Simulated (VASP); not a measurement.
Level of theory: PBE GGA, VASP's PBE PAW potentials (set 64) (plane waves; VASP).

A VASP calculation is set up with these files.

File POSCAR:
```
CdSe
1
    0.0000000000     3.1030200860     3.1030200860
    3.1030200860     0.0000000000     3.1030200860
    3.1030200860     3.1030200860     0.0000000000
Cd Se
1 1
Direct
  0.0000000000   0.0000000000   0.0000000000
  0.2500000000   0.2500000000   0.2500000000
```

### INCAR
```
! general
SYSTEM  = CdSe
PREC    = Accurate
ENCUT   = 520
LREAL   = .FALSE.   ! projection in real space or not
LASPH   = .TRUE.   ! aspherical one-centre terms
ICHARG  = 11   ! fixed density

! electronic loop
EDIFF   = 1E-7   ! SCF stop (eV)
NELM    = 100
ALGO    = Normal   ! blocked Davidson
LMAXMIX = 4   ! l cut-off of mixed one-centre charges

! smearing
ISMEAR  = 0
SIGMA   = 0.05   ! width (eV)

! functional
GGA     = PE   ! PBE

! output
LWAVE   = .FALSE.
LCHARG  = .FALSE.
LORBIT  = 11   ! lm-projected
```

**KPOINTS**
```
k-points along high-symmetry lines
15
Line-mode
Reciprocal
  0.000000   0.000000   0.000000 ! GAMMA
 -0.500000  -0.500000   0.000000 ! X

 -0.500000  -0.500000   0.000000 ! X
 -0.375000  -0.375000   0.250000 ! U

 -0.375000  -0.000000   0.375000 ! K
  0.000000   0.000000   0.000000 ! GAMMA

  0.000000   0.000000   0.000000 ! GAMMA
 -0.000000  -0.000000   0.500000 ! L

 -0.000000  -0.000000   0.500000 ! L
 -0.500000  -0.250000   0.250000 ! W

 -0.500000  -0.250000   0.250000 ! W
 -0.500000  -0.500000   0.000000 ! X
```

POTCAR, in this order: Cd Se (PBE.64 set). Program: vasp_std. Read from the step before: CHGCAR.

Output of the run:

**OUTCAR**
```
 ion  position               nearest neighbor table
   1  0.000  0.000  0.000-   2 2.69   2 2.69   2 2.69   2 2.69
   2  0.250  0.250  0.250-   1 2.69   1 2.69   1 2.69   1 2.69
  LATTYP: Found a face centered cubic cell.
 ALAT       =     6.2060401720
 Subroutine PRICEL returns:
 Original cell was already a primitive cell.
 Subroutine GETGRP returns: Found 24 space group operations
The static configuration has the point symmetry T_d .
The dynamic configuration has the point symmetry T_d .
 Subroutine INISYM returns: Found 24 space group operations
   k-points           NKPTS =     90   k-points in BZ     NKDIM =     90   number of bands    NBANDS=     13
   number of dos      NEDOS =    301   number of ions     NIONS =      2
   total plane-waves  NPLWV =  46656
   dimension x,y,z NGX =    36 NGY =   36 NGZ =   36
   dimension x,y,z NGXF=    72 NGYF=   72 NGZF=   72
   ions per type =               1   1
   PREC   = accura    normal or accurate (medium, high low for compatibility)
   ISTART =      0    job   : 0-new  1-cont  2-samecut
   ICHARG =     11    charge: 1-file 2-atom 10-const
   ISPIN  =      1    spin polarized calculation?
   LNONCOLLINEAR =      F non collinear calculations
   LSORBIT =      F    spin-orbit coupling
   INIWAV =      1    electr: 0-lowe 1-rand  2-diag
   ENCUT  =  520.0 eV  38.22 Ry    6.18 a.u.   8.16  8.16  8.16*2*pi/ulx,y,z
   NELM   =    100;   NELMIN=  2; NELMDL= -5     # of ELM steps
   EDIFF  = 0.1E-06   stopping-criterion for ELM
   LREAL  =      F    real-space projection
   NLSPLINE    = F    spline interpolate recip. space projectors
   LMAXMIX     =    4 max onsite mixed and CHGCAR
   VOSKOWN=      0    Vosko Wilk Nusair interpolation
   EDIFFG = 0.1E-05   stopping-criterion for IOM
   NSW    =      0    number of steps for IOM
   NBLOCK =      1;   KBLOCK =      1    inner block; outer block
   IBRION =     -1    ionic relax: 0-MD 1-quasi-New 2-CG
   NFREE  =      0    steps in history (QN), initial steepest desc. (CG)
   ISIF   =      2    stress and relaxation
   ISYM   =      2    0-nonsym 1-usesym 2-fastsym
   TEIN   =    0.0    initial temperature
   TEBEG  =    0.0;   TEEND  =   0.0 temperature during run
   SMASS  =  -3.00    Nose mass-parameter (am)
   PSTRESS=    0.0 pullay stress
   NELECT =      18.0000    total number of electrons
   EFERMI =   0.00;   METHOD = LEGACY
   ISMEAR =     0;   SIGMA  =   0.05  broadening in eV -4-tet -1-fermi 0-gaus
   IALGO  =     38    algorithm
   LDIAG  =      T    sub-space diagonalisation (order eigenvalues)
   IMIX   =      4    mixing-type and parameters
     AMIX     =   0.40;   BMIX     =  1.00
     AMIX_MAG =   1.60;   BMIX_MAG =  1.00
     AMIN     =   0.10
   GGA     = PE    functional components
   VOSKOWN =     0    Vosko Wilk Nusair interpolation
   LHFCALC =     F    Hartree Fock is set to
   LHFONE  =     F    Hartree Fock one center treatment
   AEXX    =    0.0000 exact exchange contribution
   IVDW    =     0    specifies the selected vdW correction
   LEPSILON=     F    determine dielectric tensor
   LRPA    =     F    only Hartree local field effects (RPA)
  energy-cutoff  :      520.00
  volume of cell :       59.76
      direct lattice vectors                 reciprocal lattice vectors
     0.000000000  3.103020086  3.103020086    -0.161133343  0.161133343  0.161133343
     3.103020086  0.000000000  3.103020086     0.161133343 -0.161133343  0.161133343
     3.103020086  3.103020086  0.000000000     0.161133343  0.161133343 -0.161133343
 k-point     1 :   0.0000 0.0000 0.0000  plane waves:    1639
 k-point     2 :  -0.0357-0.0357 0.0000  plane waves:    1635
 k-point     3 :  -0.0714-0.0714 0.0000  plane waves:    1599
 k-point     4 :  -0.1071-0.1071 0.0000  plane waves:    1591
 k-point     5 :  -0.1429-0.1429 0.0000  plane waves:    1603
 k-point     6 :  -0.1786-0.1786 0.0000  plane waves:    1607
 k-point     7 :  -0.2143-0.2143 0.0000  plane waves:    1607
 k-point     8 :  -0.2500-0.2500 0.0000  plane waves:    1612
 k-point     9 :  -0.2857-0.2857 0.0000  plane waves:    1612
 k-point    10 :  -0.3214-0.3214 0.0000  plane waves:    1616
...
```

**OSZICAR**
```
       N       E                     dE             d eps       ncg     rms          rms(c)
DAV:   1     0.107814300991E+03    0.10781E+03   -0.89871E+03  2372   0.123E+03
DAV:   2    -0.194531867140E+00   -0.10801E+03   -0.10353E+03  2750   0.291E+02
DAV:   3    -0.468871608535E+01   -0.44942E+01   -0.44440E+01  2670   0.606E+01
DAV:   4    -0.471176017011E+01   -0.23044E-01   -0.23042E-01  2615   0.440E+00
DAV:   5    -0.471191604315E+01   -0.15587E-03   -0.15587E-03  2695   0.324E-01
DAV:   6    -0.471191790719E+01   -0.18640E-05   -0.18641E-05  2680   0.325E-02
DAV:   7    -0.471191793759E+01   -0.30401E-07   -0.30393E-07  2680   0.359E-03
   1 F= -.47119179E+01 E0= -.47119179E+01  d E =-.146315E-11
```

### OUTCAR
```
 val. band max:        0.4807357140   @ k =   0.0000   0.0000   0.0000

 cond. band min:       0.9640301414   @ k =   0.0000   0.0000   0.0000



 k-point     1 :       0.0000    0.0000    0.0000
  band No.  band energies     occupation
      1     -11.7922      2.00000
      2      -7.2694      2.00000
      3      -7.2694      2.00000
      4      -7.2694      2.00000
      5      -6.9563      2.00000
      6      -6.9563      2.00000
      7       0.4807      2.00000
      8       0.4807      2.00000
      9       0.4807      2.00000
     10       0.9640      0.00000
     11       6.4078      0.00000
     12       6.4078      0.00000
     13       6.4078      0.00000

 k-point     2 :      -0.0357   -0.0357    0.0000
  band No.  band energies     occupation
      1     -11.7870      2.00000
      2      -7.2670      2.00000
      3      -7.2670      2.00000
      4      -7.2661      2.00000
      5      -6.9572      2.00000
      6      -6.9557      2.00000
      7       0.2305      2.00000
      8       0.4538      2.00000
      9       0.4538      2.00000
     10       1.2252      0.00000
     11       6.3353      0.00000
     12       6.4475      0.00000
     13       6.4475      0.00000

 k-point     3 :      -0.0714   -0.0714    0.0000
  band No.  band energies     occupation
      1     -11.7713      2.00000
      2      -7.2598      2.00000
      3      -7.2598      2.00000
      4      -7.2563      2.00000
      5      -6.9597      2.00000
      6      -6.9539      2.00000
      7      -0.1560      2.00000
      8       0.3758      2.00000
      9       0.3758      2.00000
     10       1.6428      0.00000
     11       6.1415      0.00000
     12       6.5639      0.00000
     13       6.5639      0.00000

 k-point     4 :      -0.1071   -0.1071    0.0000
  band No.  band energies     occupation
      1     -11.7462      2.00000
      2      -7.2482      2.00000
      3      -7.2482      2.00000
      4      -7.2396      2.00000
...
```

The density is held fixed in this step, so its total energy and stress have no physical meaning.

The compound is CdSe in the zinc blende structure, whereas wurtzite is the usual form. It was relaxed first, which changed the volume by +8 %.
